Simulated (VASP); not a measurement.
# Lattice of Barium, functional by functional

Which functional gives which lattice for Barium? The starting structure is a measured crystal structure from the Crystallography Open Database.

Method: Kohn-Sham DFT with plane waves and PAW; PBEsol, r2SCAN, PBE and LDA, in VASP 6.6.1.

## Step 1: The starting structure

The structure is cubic, space group Im-3m (No. 229). The conventional cell has a = 5.000 Å, b = 5.000 Å, c = 5.000 Å, α = 90.00°, β = 90.00°, γ = 90.00°. Ba has 8 Ba at 4.33 Å nearest.

As a file:

```
Ba
1.0
    -2.50000    2.50000    2.50000
     2.50000   -2.50000    2.50000
     2.50000    2.50000   -2.50000
Ba
1
Cartesian
  0.0000 0.0000 0.0000
```

## Step 2: Relaxation with PBEsol

PBEsol restores the gradient expansion of exchange and is tuned for the cells of solids. This run starts from the cell of an earlier relaxation, which isn't shown; the restart sets up the plane waves anew.

File INCAR:

```
SYSTEM = Ba
PREC = Accurate
ENCUT = 520
EDIFF = 1E-07
NELM = 100
ISMEAR = 1
SIGMA = 0.15
LREAL = .FALSE.
ALGO = Normal
GGA = PS
NBANDS = 11
LORBIT = 11
LWAVE = .FALSE.
LCHARG = .FALSE.
KPAR = 4
IBRION = 2
NSW = 50
ISIF = 3
EDIFFG = -0.005
LASPH = .TRUE.
```

File POSCAR:

```
Ba
1.0
   -2.4476231377      2.4476231377      2.4476231377
    2.4476231377     -2.4476231377      2.4476231377
    2.4476231377      2.4476231377     -2.4476231377
Ba
1
Direct
    0.0000000000      0.0000000000      0.0000000000
```

File KPOINTS:

```
Automatic mesh
0
Gamma
14 14 14
0 0 0
```

The projector-augmented-wave data sets are Ba_sv (PBE family, release 64).

Run with:

```
mpirun -np 4 vasp_std
```

Log:

```text
[banner, memory and clock lines left out]
running    4 mpi-ranks, on    1 nodes
 distrk:  each k-point on    1 cores,    4 groups
 distr:  one band on    1 cores,    1 groups

 POSCAR found type information on POSCAR Ba
 POSCAR found :  1 types and       1 ions
|                                                                             |
|               ----> ADVICE to this user running VASP <----                  |
|                                                                             |
|     You enforced a specific xc type in the INCAR file but a different       |
|     [... a line on the potential file left out ...]
|     I HOPE YOU KNOW WHAT YOU ARE DOING!                                     |
|                                                                             |

 LDA part: xc-table for (Slater+PW92), standard interpolation
 POSCAR, INCAR and KPOINTS ok, starting setup
 FFT: planning ... GRIDC
 FFT: planning ... GRID_SOFT
 FFT: planning ... GRID
 WAVECAR not read
 entering main loop
       N       E                     dE             d eps       ncg     rms          rms(c)
DAV:   1     0.550620703424E+02    0.55062E+02   -0.42800E+03  2288   0.749E+02
DAV:   2     0.576240134639E+00   -0.54486E+02   -0.52732E+02  2799   0.137E+02
DAV:   3    -0.208076717996E+01   -0.26570E+01   -0.26353E+01  2952   0.314E+01
DAV:   4    -0.214987571077E+01   -0.69109E-01   -0.69006E-01  2915   0.469E+00
DAV:   5    -0.215187086228E+01   -0.19952E-02   -0.19949E-02  3091   0.615E-01    0.174E+00
DAV:   6    -0.214986115808E+01    0.20097E-02   -0.40284E-03  2901   0.553E-01    0.102E+00
DAV:   7    -0.214879591402E+01    0.10652E-02   -0.62854E-03  3062   0.721E-01    0.455E-02
DAV:   8    -0.214888917278E+01   -0.93259E-04   -0.17419E-04  3042   0.817E-02    0.127E-02
DAV:   9    -0.214889378526E+01   -0.46125E-05   -0.59794E-06  2808   0.173E-02    0.248E-03
DAV:  10    -0.214889364815E+01    0.13711E-06   -0.22671E-07  2865   0.308E-03    0.103E-03
DAV:  11    -0.214889348192E+01    0.16623E-06   -0.33667E-08  1710   0.106E-03    0.379E-04
DAV:  12    -0.214889341311E+01    0.68817E-07   -0.13016E-08  1519   0.728E-04
   1 F= -.21488934E+01 E0= -.21492468E+01  d E =-.214889E+01
 curvature:   0.00 expect dE= 0.000E+00 dE for cont linesearch  0.000E+00
 trial: gam= 0.00000 g(F)=  0.137E-65 g(S)=  0.254E-05 ort = 0.000E+00 (trialstep = 0.100E+01)
 search vector abs. value=  0.254E-05
 reached required accuracy - stopping structural energy minimisation
```

Elapsed: 11 s, on 4 MPI ranks of AMD EPYC 7R43, shared host; peak memory 0.72 GiB.

Lines that name or quote the potential files are left out of all logs, and their timing lines are given in words.

OUTCAR, selected parts (step 2):

```text
ion  position               nearest neighbor table
   1  0.000  0.000  0.000-

  LATTYP: Found a body centered cubic cell.
 ALAT       =     4.8952462754

 Subroutine GETGRP returns: Found 48 space group operations
 (whereof 48 operations were pure point group operations)

The static configuration has the point symmetry O_h .

 Found    104 irreducible k-points:

   k-points           NKPTS =    104   k-points in BZ     NKDIM =    104   number of bands    NBANDS=     11

   dimension x,y,z NGX =    32 NGY =   32 NGZ =   32
   dimension x,y,z NGXF=    64 NGYF=   64 NGZF=   64

   ENCUT  =  520.0 eV  38.22 Ry    6.18 a.u.   7.88  7.88  7.88*2*pi/ulx,y,z

   NELECT =      10.0000    total number of electrons

 k-points in reciprocal lattice and weights: Automatic mesh
   0.00000000  0.00000000  0.00000000       0.000
   0.07142857  0.00000000  0.00000000       0.004
   0.14285714  0.00000000  0.00000000       0.004
   0.21428571  0.00000000  0.00000000       0.004
   0.28571429  0.00000000  0.00000000       0.004
   0.35714286  0.00000000  0.00000000       0.004
   0.42857143  0.00000000  0.00000000       0.004
   0.50000000  0.00000000  0.00000000       0.002
   0.07142857  0.07142857  0.00000000       0.009
[...]
0.50000000  0.50000000  0.42857143       0.004
   0.50000000  0.50000000  0.50000000       0.000

 average (electrostatic) potential at core
       1 -38.9625

 E-fermi :   1.7486

 k-point     1 :       0.0000    0.0000    0.0000
  band No.  band energies     occupation
      1     -26.9653      2.00000
      2     -11.8498      2.00000
      3     -11.8498      2.00000
      4     -11.8498      2.00000
      5      -1.0263      2.00000
      6       3.6649     -0.00000
      7       3.6649     -0.00000
      8       3.6649     -0.00000
      9       5.2011      0.00000
     10       5.2011      0.00000
    ...

 k-point     2 :       0.0714    0.0000    0.0000
  band No.  band energies     occupation
      1     -26.9624      2.00000
      2     -11.8815      2.00000
      3     -11.8594      2.00000
      4     -11.8501      2.00000
      5      -0.9211      2.00000
      6       3.5777     -0.00000
      7       3.6226     -0.00000
      8       3.7717     -0.00000
      9       5.0480      0.00000
     10       5.1917      0.00000
    ...

 k-point     3 :       0.1429    0.0000    0.0000
  band No.  band energies     occupation
      1     -26.9541      2.00000
      2     -11.9684      2.00000
      3     -11.8858      2.00000
      4     -11.8508      2.00000
      5      -0.6228      2.00000
      6       3.3566     -0.00000
      7       3.4412     -0.00000
      8       4.0881     -0.00000
      9       4.8491      0.00000
     10       5.1831      0.00000
    ...

  Total       -0.0041909     -0.0041909     -0.0041909     -0.0000000      0.0000000     -0.0000000
  in kB       -0.1144778     -0.1144778     -0.1144778     -0.0000000      0.0000000     -0.0000000
  external PRESSURE =      -0.1144778 kB  Pullay stress =       0.0000000 kB

  energy-cutoff  :      520.00
  volume of cell :       58.65
      direct lattice vectors                 reciprocal lattice vectors
    -2.447623138  2.447623138  2.447623138     0.000000000  0.204279814  0.204279814
     2.447623138 -2.447623138  2.447623138     0.204279814  0.000000000  0.204279814
     2.447623138  2.447623138 -2.447623138     0.204279814  0.204279814  0.000000000

 POSITION                                       TOTAL-FORCE (eV/Angst)
 -----------------------------------------------------------------------------------
      0.00000      0.00000      0.00000        -0.000000     -0.000000      0.000000
 -----------------------------------------------------------------------------------
    total drift:                                0.000000      0.000000     -0.000000

  FREE ENERGIE OF THE ION-ELECTRON SYSTEM (eV)
  ---------------------------------------------------
  free  energy   TOTEN  =        -2.1488934131 eV

  energy  without entropy=       -2.1499536251  energy(sigma->0) =       -2.14924682

 reached required accuracy - stopping structural energy minimisation

 total charge
# of ion       s       p       d       tot
------------------------------------------
    1        2.071   5.532   0.300   7.903

[... 3 further parts left out ...]
```

The PAW data sets were made with PBE, which is usual practice but a small mismatch for other functionals. The run keeps the 48 symmetry operations of its start, so it cannot find a distortion of lower symmetry.

With PBEsol the relaxed cell holds 58.653 Å³ an atom, -6.15 % against the measured cell, with a = 4.895 Å.

## Step 3: Relaxation with r2SCAN

r2SCAN adds the kinetic-energy density, costs more than a GGA and is run with LASPH. This run starts from the cell of an earlier relaxation, which isn't shown; the restart sets up the plane waves anew.

Changes to INCAR since step 2:

```diff
@@ -9,3 +9,4 @@
 ALGO = Normal
-GGA = PS
+METAGGA = R2SCAN
+LASPH = .TRUE.
 NBANDS = 11
@@ -19,2 +20 @@
 EDIFFG = -0.005
-LASPH = .TRUE.
```

File POSCAR:

```
Ba
1.0
   -2.5394207544      2.5394207544      2.5394207544
    2.5394207544     -2.5394207544      2.5394207544
    2.5394207544      2.5394207544     -2.5394207544
Ba
1
Direct
    0.0000000000      0.0000000000      0.0000000000
```

KPOINTS is that of step 2.

Run with:

```
mpirun -np 4 vasp_std
```

Log:

```text
[banner, memory and clock lines left out]
running    4 mpi-ranks, on    1 nodes
[...]
[... a notice as in an earlier step ...]

 LDA part: xc-table for (None), standard interpolation
 POSCAR, INCAR and KPOINTS ok, starting setup
[...]
entering main loop
       N       E                     dE             d eps       ncg     rms          rms(c)
DAV:   1     0.294967997105E+02    0.29497E+02   -0.42663E+03  2288   0.770E+02
DAV:   2    -0.262454815891E+02   -0.55742E+02   -0.54193E+02  2801   0.140E+02
DAV:   3    -0.291466618683E+02   -0.29012E+01   -0.28763E+01  2979   0.334E+01
DAV:   4    -0.292410619570E+02   -0.94400E-01   -0.94216E-01  3027   0.556E+00
[...]
DAV:  22    -0.264332151213E+02   -0.11410E-06   -0.40324E-08  1474   0.237E-03    0.445E-03
DAV:  23    -0.264332145340E+02    0.58730E-06   -0.21831E-07  2363   0.495E-03    0.102E-03
DAV:  24    -0.264332144852E+02    0.48756E-07   -0.22319E-08  1228   0.154E-03
   1 F= -.26433214E+02 E0= -.26433573E+02  d E =-.264332E+02
[...]
reached required accuracy - stopping structural energy minimisation
```

Run time: 2.2 min. Hardware: 4 MPI ranks; peak memory 0.89 GiB.

From OUTCAR (step 3):

```text
  Total       -0.0005349     -0.0005349     -0.0005349      0.0000000      0.0000000      0.0000000
  in kB       -0.0130826     -0.0130826     -0.0130826      0.0000000      0.0000000      0.0000000
  external PRESSURE =      -0.0130826 kB  Pullay stress =       0.0000000 kB

 POSITION                                       TOTAL-FORCE (eV/Angst)
 -----------------------------------------------------------------------------------
      0.00000      0.00000      0.00000         0.000000      0.000000      0.000000
 -----------------------------------------------------------------------------------
    total drift:                               -0.000000     -0.000000      0.000000

  FREE ENERGIE OF THE ION-ELECTRON SYSTEM (eV)
  ---------------------------------------------------
  free  energy   TOTEN  =       -26.4332144852 eV

  energy  without entropy=      -26.4342908926  energy(sigma->0) =      -26.43357329

[... 2 parts as in an earlier step ...]

[... 2 further parts left out ...]
[key lines of the parts left out:]
E-fermi :   1.5798
```

With r2SCAN the relaxed cell holds 65.503 Å³ an atom, +4.81 % against the measured cell, with a = 5.079 Å. That is +11.68 % from PBEsol.

## Step 4: Relaxation with PBE

PBE, the usual starting point, adds the gradient of the density. This run starts from the cell of an earlier relaxation, which isn't shown; the restart sets up the plane waves anew.

Changes to INCAR since step 3:

```diff
@@ -9,4 +9,3 @@
 ALGO = Normal
-METAGGA = R2SCAN
-LASPH = .TRUE.
+GGA = PE
 NBANDS = 11
@@ -20 +19,2 @@
 EDIFFG = -0.005
+LASPH = .TRUE.
```

File POSCAR:

```
Ba
1.0
   -2.5140033446      2.5140033446      2.5140033446
    2.5140033446     -2.5140033446      2.5140033446
    2.5140033446      2.5140033446     -2.5140033446
Ba
1
Direct
    0.0000000000      0.0000000000      0.0000000000
```

KPOINTS is that of step 3.

Run with:

```
mpirun -np 4 vasp_std
```

Log:

```text
[banner, memory and clock lines left out]
running    4 mpi-ranks, on    1 nodes
[...]
LDA part: xc-table for (Slater+PW92), standard interpolation
 POSCAR, INCAR and KPOINTS ok, starting setup
[...]
entering main loop
       N       E                     dE             d eps       ncg     rms          rms(c)
DAV:   1     0.558711662184E+02    0.55871E+02   -0.42094E+03  2288   0.748E+02
DAV:   2     0.930159690800E+00   -0.54941E+02   -0.53650E+02  2752   0.136E+02
DAV:   3    -0.182126070599E+01   -0.27514E+01   -0.27309E+01  2975   0.319E+01
DAV:   4    -0.190515894384E+01   -0.83898E-01   -0.83740E-01  3015   0.510E+00
[...]
DAV:   9    -0.190788845657E+01   -0.86790E-05   -0.69348E-06  2879   0.236E-02    0.603E-03
DAV:  10    -0.190788999322E+01   -0.15367E-05   -0.44927E-06  2783   0.135E-02    0.163E-03
DAV:  11    -0.190788997671E+01    0.16512E-07   -0.72814E-07  3214   0.678E-03
   1 F= -.19078900E+01 E0= -.19082928E+01  d E =-.190789E+01
[...]
reached required accuracy - stopping structural energy minimisation
```

It took 10 s on 4 MPI ranks; peak memory 0.76 GiB.

Parts of OUTCAR (step 4):

```text
  Total        0.0023057      0.0023057      0.0023057      0.0000000      0.0000000      0.0000000
  in kB        0.0581247      0.0581247      0.0581247      0.0000000      0.0000000      0.0000000
  external PRESSURE =       0.0581247 kB  Pullay stress =       0.0000000 kB

 POSITION                                       TOTAL-FORCE (eV/Angst)
 -----------------------------------------------------------------------------------
      0.00000      0.00000      0.00000         0.000000      0.000000     -0.000000
 -----------------------------------------------------------------------------------
    total drift:                                0.000000      0.000000     -0.000000

  FREE ENERGIE OF THE ION-ELECTRON SYSTEM (eV)
  ---------------------------------------------------
  free  energy   TOTEN  =        -1.9078899767 eV

  energy  without entropy=       -1.9090984830  energy(sigma->0) =       -1.90829281

[... 2 parts as in an earlier step ...]

[... 2 further parts left out ...]
[key lines of the parts left out:]
E-fermi :   1.5975
```

With PBE the relaxed cell holds 63.556 Å³ an atom, +1.69 % against the measured cell, with a = 5.028 Å. That is +8.36 % from PBEsol.

## Step 5: Relaxation with LDA

LDA, the lowest rung, knows the local density alone. This run starts from the cell of an earlier relaxation, which isn't shown; the restart sets up the plane waves anew.

Changes to INCAR since step 4:

```diff
@@ -9,3 +9,3 @@
 ALGO = Normal
-GGA = PE
+GGA = CA
 NBANDS = 11
```

File POSCAR:

```
Ba
1.0
   -2.3857585822      2.3857585822      2.3857585822
    2.3857585822     -2.3857585822      2.3857585822
    2.3857585822      2.3857585822     -2.3857585822
Ba
1
Direct
    0.0000000000      0.0000000000      0.0000000000
```

KPOINTS is that of step 4.

The projector-augmented-wave data sets are Ba_sv (LDA family, release 64).

Run with:

```
mpirun -np 4 vasp_std
```

Log:

```text
[banner, memory and clock lines left out]
running    4 mpi-ranks, on    1 nodes
[...]
LDA part: xc-table for (Slater(with rela. corr.)+CA(PZ))
 , standard interpolation
 POSCAR, INCAR and KPOINTS ok, starting setup
[...]
entering main loop
       N       E                     dE             d eps       ncg     rms          rms(c)
DAV:   1     0.515457112503E+02    0.51546E+02   -0.44470E+03  2288   0.773E+02
DAV:   2     0.197626535592E+00   -0.51348E+02   -0.49861E+02  2706   0.139E+02
DAV:   3    -0.218086550667E+01   -0.23785E+01   -0.23608E+01  2945   0.297E+01
DAV:   4    -0.225878593182E+01   -0.77920E-01   -0.77804E-01  3041   0.491E+00
[...]
DAV:   9    -0.224964930439E+01   -0.25380E-05   -0.79176E-06  3203   0.150E-02    0.205E-03
DAV:  10    -0.224964905941E+01    0.24498E-06   -0.33597E-07  2825   0.317E-03    0.114E-03
DAV:  11    -0.224964907331E+01   -0.13904E-07   -0.24683E-08  1710   0.984E-04
   1 F= -.22496491E+01 E0= -.22497648E+01  d E =-.224965E+01
[...]
reached required accuracy - stopping structural energy minimisation
```

Elapsed: 9 s, on 4 MPI ranks; peak memory 0.65 GiB.

From OUTCAR (step 5):

```text
  Total        0.0026485      0.0026485      0.0026485      0.0000000      0.0000000     -0.0000000
  in kB        0.0781230      0.0781230      0.0781230      0.0000000      0.0000000     -0.0000000
  external PRESSURE =       0.0781230 kB  Pullay stress =       0.0000000 kB

 POSITION                                       TOTAL-FORCE (eV/Angst)
 -----------------------------------------------------------------------------------
      0.00000      0.00000      0.00000         0.000000     -0.000000      0.000000
 -----------------------------------------------------------------------------------
    total drift:                               -0.000000      0.000000     -0.000000

  FREE ENERGIE OF THE ION-ELECTRON SYSTEM (eV)
  ---------------------------------------------------
  free  energy   TOTEN  =        -2.2496490733 eV

  energy  without entropy=       -2.2499962260  energy(sigma->0) =       -2.24976479

[... 2 parts as in an earlier step ...]

[... 2 further parts left out ...]
[key lines of the parts left out:]
E-fermi :   1.9133
```

With LDA the relaxed cell holds 54.317 Å³ an atom, -13.09 % against the measured cell, with a = 4.772 Å. That is -7.39 % from PBEsol.

## Step 6: All runs side by side

| level | volume (Å³/atom) | against the measured cell (%) | a (Å) | pressure left (GPa) | core minutes |
| --- | --- | --- | --- | --- | --- |
| PBEsol | 58.653 | -6.15 | 4.8952 | -0.01 | 3.28 |
| r2SCAN | 65.503 | 4.81 | 5.0788 | 0.0 | 31.3 |
| PBE | 63.556 | 1.69 | 5.028 | 0.01 | 3.04 |
| LDA | 54.317 | -13.09 | 4.7715 | 0.01 | 3.28 |

Core minutes are wall time times ranks, summed over the relaxations behind a row (those for a bulk modulus apart), on shared hosts.

## Step 7: What came out

```json
{
  "volume, PBEsol": "58.65 Å³/atom",
  "volume, r2SCAN": "65.50 Å³/atom",
  "volume, PBE": "63.56 Å³/atom",
  "volume, LDA": "54.32 Å³/atom"
}
```

What this shows: Across 4 levels the volume of Barium spans 20.6 %, from 54.32 Å³ an atom (LDA) to 65.50 Å³ (r2SCAN). Against the measured volume of the starting structure, PBE comes nearest (+1.7 %) and LDA lies farthest (-13.1 %). The measured cell holds zero-point expansion and, unless it was taken cold, thermal expansion, which the runs lack, so small differences decide nothing. All runs keep the symmetry of the start, so they can't find a distortion of lower symmetry.

[Lines on the potential files, build, host, timing and source positions are cut from VASP's logs without a mark.]

[Logs are printed without paths, hosts, clocks, repeated set-up lines and the standing remarks that a program may print on its own settings, such as how far it seeks lower states.]

[Hosts, paths, dates, database ids (printed as entryN), source tags and the programs' standing remarks are cut or masked in the printed files.]
